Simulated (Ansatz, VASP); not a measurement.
## One calculation of KAl3O, two programs

The input INCAR:

```
SYSTEM = KAl3O
PREC = Accurate ; ENCUT = 520
EDIFF = 1E-6 ; ISMEAR = 0
SIGMA = 0.1 ; LREAL = .FALSE.
LASPH = .TRUE. ; NELM = 100
ALGO = Normal ; ISIF = 2
LWAVE = .FALSE. ; LCHARG = .FALSE.
GGA = PE ; NBANDS = 20
```

The input KPOINTS:

```
Automatic mesh
0
G
  4 4 4
  0 0 0
```

File POSCAR:

```
KAl3O
1.0
    4.5973501000      0.0000000000      0.0000000000
    0.0000000000      4.5973501000      0.0000000000
    0.0000000000      0.0000000000      4.5973501000
K Al O
1 3 1
Direct
    0.0000000000      0.0000000000      0.0000000000
    0.0000000000      0.5000000000      0.5000000000
    0.5000000000      0.0000000000      0.5000000000
    0.5000000000      0.5000000000      0.0000000000
    0.5000000000      0.5000000000      0.5000000000
```

Input for Ansatz:

```yaml
crystal:
  lattice:
    - [4.5973501, 0.0, 0.0]
    - [0.0, 4.5973501, 0.0]
    - [0.0, 0.0, 4.5973501]
  atoms:
    - { symbol: K, position: [0.0, 0.0, 0.0] }
    - { symbol: Al, position: [0.0, 0.5, 0.5] }
    - { symbol: Al, position: [0.5, 0.0, 0.5] }
    - { symbol: Al, position: [0.5, 0.5, 0.0] }
    - { symbol: O, position: [0.5, 0.5, 0.5] }
basis:
  ecutwfc: 420
kpoints:
  mp_grid: { grid: [4, 4, 4] }
hamiltonian:
  xc: pbe
scf:
  occupations: { method: gaussian, width: 0.1 }
  lower_state_search: "off"
output:
  forces: true
  stress: true
  eigenvalues: true
```

Change from the starting cell: species swapped into the CsHgBr3 type (Pm-3m, No. 221).

Alike in both runs: task single point; functional PBE; k mesh 4 × 4 × 4; occupations gaussian, width 0.1 eV; no spin polarisation.

```csv
,VASP,Ansatz
version,VASP 6.6.1,Ansatz 0.2.0
potentials or method,"VASP PAW PBE potentials, release 64 (K_sv, Al, O)","scalar-relativistic, plane waves, PAW"
plane-wave cutoff (eV),520,420
valence electrons in the cell,24,24
```

```tsv
	VASP	Ansatz	Ansatz less VASP
gap on the k mesh at the Fermi level (eV)	none	none	-
pressure (GPa)	1.8	1.8	-0.03
```

A gap of «none» marks a metal or a gap that the smearing closes. The functional is the same, so the differences come from potentials, cutoffs and numerics.
